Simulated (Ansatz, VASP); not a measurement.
**Pt14C9 (graphene on Pt(111)) in two plane-wave programs**

Aim: how closely do two programs agree when they are given the same cell, functional and k mesh? The cell is taken from a series of runs on this material, whose earlier steps may have relaxed, scaled, displaced or heated it; both programs get it as it stands.

Main program and level: Ansatz 0.2.0; plane waves, with VASP 6.6.1 beside it; single point at PBE with D3(BJ).

## (1) The starting structure

The cell holds 46 atoms: 28 Pt and 18 C. Its edges and angles: a = 7.401 Å, b = 7.401 Å, c = 25.126 Å, α = 90.0°, β = 90.0°, γ = 60.0°. 1 layer(s) of graphene at its own lattice constant on a slab of Pt(111) strained in the plane by up to 0.4 % to a common cell of 47 A^2; gaps of 3.25 A as starting values, lowest layers held; (so at first; earlier steps may have moved the atoms), displaced by a Gaussian of 0.01 A. Lattice constants are starting values near those of PBE. Vacuum lies along c.

## (2) VASP: single point, PBE with D3(BJ), pair 1

A single point gives forces, pressure and levels at one fixed geometry, so differences don't come from the geometry; what else differs is listed under the comparison.

Lines of VASP's logs that name or quote its potential files are left out, and so is its time.

INCAR

```
SYSTEM = Pt14C9
PREC = Accurate
ENCUT = 520
EDIFF = 1E-06
NELM = 120
ISMEAR = -1
SIGMA = 0.1
LREAL = Auto
ALGO = Normal
GGA = PE
IVDW = 12
NBANDS = 208
LASPH = .TRUE.
LORBIT = 11
LWAVE = .FALSE.
LCHARG = .FALSE.
ISIF = 2
GGA_COMPAT = .FALSE.
KPAR = 4
```

POSCAR

```
Pt14C9
1.0
    7.4010000000      0.0000000000      0.0000000000
    3.7005000000      6.4094500000      0.0000000000
    0.0000000000      0.0000000000     25.1262400000
Pt C
28 18
Direct
    0.6217200000      0.4752400000      0.2982800000
    0.8550200000      0.4299200000      0.3888000000
    0.6658400000      0.6662500000      0.4788200000
    0.6181200000      0.4754700000      0.5695600000
    0.3332000000      0.3327300000      0.2989400000
    0.5700800000      0.2854500000      0.3893700000
    0.3801300000      0.5231200000      0.4786200000
    0.3322500000      0.3332000000      0.5697900000
    0.0493700000      0.1894100000      0.2984400000
    0.2846600000      0.1424400000      0.3899300000
    0.0934400000      0.3808500000      0.4788100000
    0.0463400000      0.1906800000      0.5695100000
    0.7602100000      0.0479800000      0.2991500000
    0.0011500000      0.9997000000      0.3893600000
    0.8084700000      0.2380000000      0.4783000000
    0.7611800000      0.0472400000      0.5695100000
    0.4758700000      0.9057200000      0.2986100000
    0.7147000000      0.8553600000      0.3895800000
    0.5228100000      0.0949600000      0.4787900000
    0.4753900000      0.9046400000      0.5698600000
    0.1884800000      0.7638600000      0.2987000000
    0.4277900000      0.7150500000      0.3896900000
    0.2373700000      0.9520500000      0.4789700000
    0.1898900000      0.7613300000      0.5695400000
    0.9042900000      0.6204100000      0.2986200000
    0.1403600000      0.5709500000      0.3900400000
    0.9514200000      0.8097400000      0.4787600000
    0.9035900000      0.6190800000      0.5697800000
    0.6669300000      0.0000400000      0.6943200000
    0.5558300000      0.2222400000      0.6942200000
    0.3334600000      0.0000900000      0.6943300000
    0.2223400000      0.2222600000      0.6941900000
    0.0002300000      0.0000700000      0.6948700000
    0.8891400000      0.2221900000      0.6946100000
    0.6669400000      0.3332700000      0.6942700000
    0.5556800000      0.5556900000      0.6940400000
    0.3335000000      0.3334400000      0.6938100000
    0.2223400000      0.5557500000      0.6942100000
    0.0002500000      0.3333100000      0.6942200000
    0.8890500000      0.5556100000      0.6940100000
    0.6668900000      0.6666700000      0.6941900000
    0.5558700000      0.8888700000      0.6941100000
    0.3334700000      0.6668100000      0.6943300000
    0.2223500000      0.8890700000      0.6946900000
    0.0002000000      0.6668600000      0.6942600000
    0.8891500000      0.8890100000      0.6946000000
```

KPOINTS

```
Automatic mesh
0
Gamma
3 3 1
0 0 0
```

Potentials, in the order of the species: Pt and C (PBE family, release 64).

The run is started by

```bash
mpirun -np 8 vasp_std
```

Numbers of over 12 decimals in the logs are rounded to 6 here.

The program printed:

```text
[banner, memory and clock lines left out]
running    8 mpi-ranks, on    1 nodes
[...]
|                                                                             |
|           W    W    AA    RRRRR   N    N  II  N    N   GGGG   !!!           |
|           W    W   A  A   R    R  NN   N  II  NN   N  G    G  !!!           |
|           W    W  A    A  R    R  N N  N  II  N N  N  G       !!!           |
|           W WW W  AAAAAA  RRRRR   N  N N  II  N  N N  G  GGG   !            |
|           WW  WW  A    A  R   R   N   NN  II  N   NN  G    G                |
|           W    W  A    A  R    R  N    N  II  N    N   GGGG   !!!           |
|                                                                             |
|     For optimal performance we recommend to set                             |
|       NCORE = 2 up to number-of-cores-per-socket                            |
|     NCORE specifies how many cores store one orbital (NPAR=cpu/NCORE).      |
|     This setting can greatly improve the performance of VASP for DFT.       |
|     The default, NCORE=1 might be grossly inefficient on modern             |
|     multi-core architectures or massively parallel machines. Do your        |
|     Unfortunately you need to use the default for GW and RPA                |
|     calculations (for HF NCORE is supported but not extensively tested      |
|     yet).                                                                   |
|                                                                             |

 LDA part: xc-table for (Slater+PW92), standard interpolation
 POSCAR, INCAR and KPOINTS ok, starting setup
[...]
entering main loop
       N       E                     dE             d eps       ncg     rms          rms(c)
DAV:   1     0.250040517381E+04    0.25004E+04   -0.16403E+05  2080   0.150E+03
DAV:   2    -0.130037182677E+03   -0.26304E+04   -0.24544E+04  2448   0.319E+02
DAV:   3    -0.351023711482E+03   -0.22099E+03   -0.20482E+03  2568   0.867E+01
DAV:   4    -0.361404042120E+03   -0.10380E+02   -0.96562E+01  2672   0.175E+01
[...]
DAV:  48    -0.328712170170E+03   -0.20257E-05   -0.18236E-07  1272   0.790E-04    0.906E-04
DAV:  49    -0.328712171873E+03   -0.17025E-05   -0.86567E-08  1240   0.555E-04    0.905E-04
DAV:  50    -0.328712172662E+03   -0.78873E-06   -0.49868E-08  1232   0.449E-04
   1 F= -.34832248E+03 E0= -.34749247E+03  d E =-.166002E+01
```

OUTCAR, selected parts (step 2):

```text
 Edisp (eV)  -19.61031

  Total     -36.69346   -36.76241     1.25523    -0.02900     0.03575     0.07095
  in kB     -49.32426   -49.41695     1.68732    -0.03899     0.04805     0.09537
  external pressure =      -32.35 kB  Pullay stress =        0.00 kB

 POSITION                                       TOTAL-FORCE (eV/Angst)
 -----------------------------------------------------------------------------------
      6.35998      3.04603      7.49465        -0.170964      0.081480      0.050768
      7.91892      2.75555      9.76908        -0.014637     -0.130870      0.168331
      7.39334      4.27030     12.03095         0.003329      0.008436     -0.015380
      6.33418      3.04750     14.31090        -0.006134      0.011763     -0.102065
      3.69728      2.13262      7.51124         0.032437      0.116120      0.005671
      5.27547      1.82958      9.78340         0.040028      0.031636      0.042642
      4.74915      3.35291     12.02592        -0.005084     -0.003137     -0.010032
      3.69199      2.13563     14.31668         0.001182     -0.004613     -0.096532
      1.06630      1.21401      7.49868        -0.043586      0.056572      0.009409
      2.63387      0.91296      9.79747         0.049211      0.024764     -0.036044
      2.10088      2.44104     12.03069         0.009999      0.004054     -0.019277
      1.04857      1.22215     14.30964        -0.009310     -0.004123     -0.142793
      5.80386      0.30753      7.51651         0.083717      0.019134     -0.067276
      3.70790      6.40753      9.78315        -0.125010      0.030645      0.080705
[...]
-----------------------------------------------------------------------------------
    total drift:                               -0.000696      0.008723      0.049037

  FREE ENERGIE OF THE ION-ELECTRON SYSTEM (eV)
  ---------------------------------------------------
  free  energy   TOTEN  =      -348.3224799897 eV

  energy  without entropy=     -346.6624624680  energy(sigma->0) =     -347.49247123

[... 2 further parts left out ...]
[key lines of the parts left out:]
E-fermi :   1.9370
```

Dispersion corrections of this kind ignore metallic screening and tend to overbind metals.

## (3) Ansatz: single point, PBE with D3(BJ), pair 1

Ansatz runs on its default PAW (the set named soft_2) files.

The same cell, functional, mesh and smearing now go to Ansatz, which takes its cutoff from its data sets.

input.yaml

```yaml
crystal:
  lattice:
    - [7.401, 0.0, 0.0]
    - [3.7005, 6.40945, 0.0]
    - [0.0, 0.0, 25.12624]
  atoms:
    - { symbol: Pt, position: [0.62172, 0.47524, 0.29828] }
    - { symbol: Pt, position: [0.85502, 0.42992, 0.3888] }
    - { symbol: Pt, position: [0.66584, 0.66625, 0.47882] }
    - { symbol: Pt, position: [0.61812, 0.47547, 0.56956] }
    - { symbol: Pt, position: [0.3332, 0.33273, 0.29894] }
    - { symbol: Pt, position: [0.57008, 0.28545, 0.38937] }
    - { symbol: Pt, position: [0.38013, 0.52312, 0.47862] }
    - { symbol: Pt, position: [0.33225, 0.3332, 0.56979] }
    - { symbol: Pt, position: [0.04937, 0.18941, 0.29844] }
    - { symbol: Pt, position: [0.28466, 0.14244, 0.38993] }
    - { symbol: Pt, position: [0.09344, 0.38085, 0.47881] }
    - { symbol: Pt, position: [0.04634, 0.19068, 0.56951] }
    - { symbol: Pt, position: [0.76021, 0.04798, 0.29915] }
    - { symbol: Pt, position: [0.00115, 0.9997, 0.38936] }
    - { symbol: Pt, position: [0.80847, 0.238, 0.4783] }
    - { symbol: Pt, position: [0.76118, 0.04724, 0.56951] }
    - { symbol: Pt, position: [0.47587, 0.90572, 0.29861] }
    - { symbol: Pt, position: [0.7147, 0.85536, 0.38958] }
    - { symbol: Pt, position: [0.52281, 0.09496, 0.47879] }
    - { symbol: Pt, position: [0.47539, 0.90464, 0.56986] }
    - { symbol: Pt, position: [0.18848, 0.76386, 0.2987] }
    - { symbol: Pt, position: [0.42779, 0.71505, 0.38969] }
    - { symbol: Pt, position: [0.23737, 0.95205, 0.47897] }
    - { symbol: Pt, position: [0.18989, 0.76133, 0.56954] }
    - { symbol: Pt, position: [0.90429, 0.62041, 0.29862] }
    - { symbol: Pt, position: [0.14036, 0.57095, 0.39004] }
    - { symbol: Pt, position: [0.95142, 0.80974, 0.47876] }
    - { symbol: Pt, position: [0.90359, 0.61908, 0.56978] }
    - { symbol: C, position: [0.66693, 4.0e-05, 0.69432] }
    - { symbol: C, position: [0.55583, 0.22224, 0.69422] }
    - { symbol: C, position: [0.33346, 9.0e-05, 0.69433] }
    - { symbol: C, position: [0.22234, 0.22226, 0.69419] }
    - { symbol: C, position: [0.00023, 7.0e-05, 0.69487] }
    - { symbol: C, position: [0.88914, 0.22219, 0.69461] }
    - { symbol: C, position: [0.66694, 0.33327, 0.69427] }
    - { symbol: C, position: [0.55568, 0.55569, 0.69404] }
    - { symbol: C, position: [0.3335, 0.33344, 0.69381] }
    - { symbol: C, position: [0.22234, 0.55575, 0.69421] }
    - { symbol: C, position: [0.00025, 0.33331, 0.69422] }
    - { symbol: C, position: [0.88905, 0.55561, 0.69401] }
    - { symbol: C, position: [0.66689, 0.66667, 0.69419] }
    - { symbol: C, position: [0.55587, 0.88887, 0.69411] }
    - { symbol: C, position: [0.33347, 0.66681, 0.69433] }
    - { symbol: C, position: [0.22235, 0.88907, 0.69469] }
    - { symbol: C, position: [0.0002, 0.66686, 0.69426] }
    - { symbol: C, position: [0.88915, 0.88901, 0.6946] }
kpoints:
  mp_grid: { grid: [3, 3, 1] }
hamiltonian:
  xc: pbe
  dispersion: d3bj
scf:
  occupations: { method: fermi_dirac, width: 0.1 }
output:
  forces: true
  eigenvalues: true
```

The run is started by

```bash
ansatz run input.yaml --threads 5 --pin off --max-ram 76800MiB --backend cuda --events-out ev --progress --plain --runs-dir out
```

The program printed:

```text
Engine: ansatz 0.2.0, x86_64-unknown-linux-gnu
Pseudopotentials: kind: paw
Pseudopotential: Pt, paw, valence charge 18, recommended cutoff 420 eV (normal), Pt.paw.azcp
Pseudopotential: C, paw, valence charge 4, recommended cutoff 420 eV (normal), C.paw.azcp
Functional definition: PBE
  parameter kappa = 0.804
  parameter beta = 0.066725
  exchange = pbe_x(kappa = kappa, mu = beta*pi^2/3)
  correlation = pbe_c(beta = beta)
device memory: the entry about to start is reckoned to put 20.2 GiB on a device that reports 45.1 GiB free
GPU FFT provider: cuFFT
GPU libraries: cuBLAS 13.8.2, cuFFT 12.4.0, cuSOLVER 12.3.4
Crystal: 46 atoms, lattice volume = 1191.897 Å³
Basis set: ecut = 420 eV, 23399 PW (Γ), exchange–correlation on 100×100×360 points (8 copies of the dense FFT grid, shifted against one another)
Bands: 346, of which v1, the nominal top of the filled ones, is band 288 counted from 1 (287 counted from 0)
Symmetry: 1 space group operations
Space group: P1 (ITA 1), of the structure as read, at distance tolerance 1.1e-4 Å
k-points: 5 of 9 (time reversal used)
Non-local potential: Pt, projectors of the file, l = 0: 3, l = 1: 2, l = 2: 2, l = 3: 1
Non-local potential: C, projectors of the file, l = 0: 2, l = 1: 2, l = 2: 1
PAW form: soft (Blöchl's): semilocal exchange-correlation on the pseudo side does not see the compensation charge
PAW one-centre angular grid: Pt, 590 points (default); XC on 64 Gauss nodes
PAW one-centre angular grid: C, 110 points (default); XC on 64 Gauss nodes
Initial density: superposition of atomic densities (neutral atoms: chi_scale 0, normalization atom), corrected by the library's trained network
Initial wavefunctions: pseudopotential atomic-orbital guess
GPU buffer pool allocated for 450000 grid points (all kernels)
GPU transforms: local potential and band sums: pruned to the plane-wave sphere, on 50×50×180
Functional: x = pbe(κ = 0.804, μ = 0.219515), c = pbe(β = 0.066725)
SCF iter   1: F=—  HF=-355174.002081 eV  |F-HF|=—  |Δ(HF+E_count)|=         —  Δρ=2.02e-2  dr2=9.35e1  ethr=1.77e-3  ⟨swp⟩=7.0  Hψ=7025  notcnv=0  defer=101
preconditioner: auto → LDOS  [metal: Δε(μ)=0.020 eV  Ē_g=8.274 eV  σ=0.100 eV  W_gap=0.05  n_scr=264 (ndim 8)  ℏωp=20.2 eV  f_vac=0.474  D(μ)=50.32/eV (n_scr^D=424)  β→1.0]
SCF iter   2: F=—  HF=-355172.908832 eV  |F-HF|=—  |Δ(HF+E_count)|=    1.09e0  Δρ=6.66e-3  dr2=1.40e0  ethr=1.77e-3  ⟨swp⟩=2.2  Hψ=2072  notcnv=0  defer=140
SCF iter   3: F=—  HF=-355172.855630 eV  |F-HF|=—  |Δ(HF+E_count)|=   5.32e-2  Δρ=2.86e-3  dr2=4.58e-1  ethr=2.44e-4  ⟨swp⟩=2.0  Hψ=2550  notcnv=0  defer=140
SCF iter   4: F=—  HF=-355172.815393 eV  |F-HF|=—  |Δ(HF+E_count)|=   4.02e-2  Δρ=7.97e-4  dr2=2.95e-2  ethr=7.95e-5  ⟨swp⟩=2.0  Hψ=2460  notcnv=0  defer=140
SCF iter   5: F=—  HF=-355172.815112 eV  |F-HF|=—  |Δ(HF+E_count)|=   2.81e-4  Δρ=3.24e-4  dr2=6.29e-3  ethr=5.13e-6  ⟨swp⟩=2.8  Hψ=2944  notcnv=0  defer=140
SCF iter   6: F=—  HF=-355172.803768 eV  |F-HF|=—  |Δ(HF+E_count)|=   1.13e-2  Δρ=1.54e-4  dr2=1.33e-3  ethr=1.09e-6  ⟨swp⟩=1.2  Hψ=1628  notcnv=0  defer=140
SCF iter   7: F=—  HF=-355172.806839 eV  |F-HF|=—  |Δ(HF+E_count)|=   3.07e-3  Δρ=5.93e-5  dr2=1.43e-4  ethr=2.31e-7  ⟨swp⟩=1.6  Hψ=1592  notcnv=0  defer=140
SCF iter   8: F=—  HF=-355172.803113 eV  |F-HF|=—  |Δ(HF+E_count)|=   3.73e-3  Δρ=1.68e-5  dr2=1.13e-5  ethr=2.48e-8  ⟨swp⟩=2.0  Hψ=1853  notcnv=0  defer=140
SCF iter   9: F=—  HF=-355172.807272 eV  |F-HF|=—  |Δ(HF+E_count)|=   4.16e-3  Δρ=5.55e-6  dr2=1.06e-6  ethr=1.96e-9  ⟨swp⟩=2.0  Hψ=2319  notcnv=0  defer=140
SCF iter  10: F=—  HF=-355172.807273 eV  |F-HF|=—  |Δ(HF+E_count)|=   7.77e-7  Δρ=2.89e-6  dr2=3.28e-7  ethr=1.84e-10  ⟨swp⟩=2.0  Hψ=2545  notcnv=0  defer=140
SCF iter  11: F=-355172.807273 eV  HF=-355172.807273 eV  |F-HF|=1.48e-8  |Δ(HF+E_count)|=   8.73e-8  Δρ=1.44e-6  dr2=9.70e-8  ethr=1.74e-11  ⟨swp⟩=14.6  Hψ=9049  notcnv=0
SCF 1 converged in 11 iterations: F = -355172.807273 eV  dr2 = 9.70e-8
  greatest PAW one-centre occupation: 1.000 electrons in one spin orbital (limit 2), on the Pt atom at site 17 (counted from 0), in its partial waves of l = 0
SCF converged after 11 iterations
Free energy (F): -355172.807273 eV
Harris-Foulkes:  -355172.807273 eV  (|F-HF|=1.48e-8)
Internal energy: -355171.160417 eV  (E = F + TS)
E sigma→0 (E₀):  -355171.983845 eV
Entropy (-TS):   -1.646856 eV (-35.801 meV/atom)
Fermi energy:    6.551074 eV
--- Per-component energies (eV) ---
  E_band       = -12080.872323
  E_kinetic    = 19461.446274
  E_local      = -876027.435285  (includes V_loc(G=0)·N_el)
  E_nonlocal   = 6094.773483
  E_hartree    = 428057.758584
  E_xc         = -8175.320742
  E_vxc        = -9523.465465  (∫ρ·V_xc dr)
  E_paw        = -266501.007767  (= ΣΔE_a)
  E_vpaw       = -8201.839763  (= ΣTr[D̂ρ^β])
  E_aug_tail   = 0.005775  (compensation charges beyond the density's cutoff)
  E_ewald      = 341938.232445
[...]
k-point 2: bands = [... 284 lower, 6.4074, 6.4221, 6.4601, 6.4881, 6.5361, 6.6035, 6.6506, 6.6585, ... 54 higher]
  k-point 4: bands = [... 284 lower, 6.3392, 6.4668, 6.4727, 6.4825, 6.5592, 6.5627, 6.5683, 6.7463, ... 54 higher]
```

## (4) Comparison

Known differences besides the potentials themselves: the data sets hold 576 valence electrons in Ansatz (on its default PAW (the set named soft_2) files) and 352 in VASP; the cutoff is 420 eV in Ansatz and 520 eV in VASP (PREC = Accurate, projectors in real space). Total energies have different zeros and are not compared.

Forces on 9 of the 46 atoms, those with the largest forces and the largest differences (eV/Å; atoms numbered as in POSCAR):

```tsv
atom	Ansatz x, y, z	VASP x, y, z
Pt1	-0.170, 0.079, 0.032	-0.171, 0.081, 0.051
Pt2	-0.013, -0.132, 0.163	-0.015, -0.131, 0.168
Pt12	-0.010, -0.005, -0.122	-0.009, -0.004, -0.143
Pt14	-0.124, 0.032, 0.079	-0.125, 0.031, 0.081
Pt16	-0.006, 0.003, -0.131	-0.009, 0.002, -0.154
Pt18	-0.010, 0.153, 0.065	-0.010, 0.150, 0.067
Pt21	0.066, -0.156, 0.035	0.067, -0.156, 0.054
Pt24	0.002, 0.005, -0.122	0.000, 0.003, -0.144
Pt26	0.179, 0.013, -0.125	0.177, 0.012, -0.118
```

The forces differ by 6.7 meV/Å r.m.s., which is 11.6 % of the r.m.s. force of 0.058 eV/Å (both taken over all components). With vacuum in the cell, a pressure given here is an average over mostly empty space and none of the material.

(Continued in part 2 of 2.)

[Lines on the potential files, build, host, timing and source positions are cut from VASP's logs without a mark.]

[Logs are printed without paths, hosts, clocks, repeated set-up lines and the standing remarks that a program may print on its own settings, such as how far it seeks lower states.]

[Hosts, paths, dates, database ids (printed as entryN), source tags and the programs' standing remarks are cut or masked in the printed files.]
